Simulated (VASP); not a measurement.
OSZICAR of a VASP run on InSb (zinc blende):

### OSZICAR
```
       N       E                     dE             d eps       ncg     rms          rms(c)
DAV:   1     0.112633542531E+03    0.11263E+03   -0.80883E+03   520   0.141E+03
DAV:   2    -0.407101954933E+00   -0.11304E+03   -0.11068E+03   545   0.318E+02
DAV:   3    -0.741635371887E+01   -0.70093E+01   -0.69202E+01   685   0.863E+01
DAV:   4    -0.759727010362E+01   -0.18092E+00   -0.18087E+00   620   0.158E+01
DAV:   5    -0.760563392244E+01   -0.83638E-02   -0.83636E-02   756   0.285E+00    0.513E+00
DAV:   6    -0.745431241597E+01    0.15132E+00   -0.22241E-01   720   0.985E+00    0.292E+00
DAV:   7    -0.741909684276E+01    0.35216E-01   -0.10692E-01   690   0.427E+00    0.731E-01
DAV:   8    -0.741807540697E+01    0.10214E-02   -0.10610E-02   692   0.156E+00    0.387E-01
DAV:   9    -0.741837804011E+01   -0.30263E-03   -0.81903E-04   593   0.296E-01    0.866E-02
DAV:  10    -0.741839375911E+01   -0.15719E-04   -0.39694E-05   717   0.527E-02    0.484E-02
DAV:  11    -0.741841015488E+01   -0.16396E-04   -0.25296E-05   560   0.505E-02    0.236E-02
DAV:  12    -0.741841072126E+01   -0.56638E-06   -0.76132E-07   400   0.850E-03
   1 F= -.37270846E+01 E0= -.37270846E+01  d E =-.372708E+01
```

**Question.** Which electronic solver shows in the log?

**Answer.** It is blocked Davidson (ALGO = Normal, or the opening steps of other solvers). The INCAR had ALGO = Normal.

**Question.** Can the final energy be trusted as converged?

**Answer.** The calculation finished and met its thresholds. It stopped with EDIFF = 1E-6, NELM = 100, NSW = 40 and EDIFFG = -0.02 after 1 ionic step (PBEsol GGA, plane waves, VASP's PBE PAW potentials (set 64)).

The compound is InSb in the zinc blende structure. It was relaxed first under an external pressure of 10 GPa.
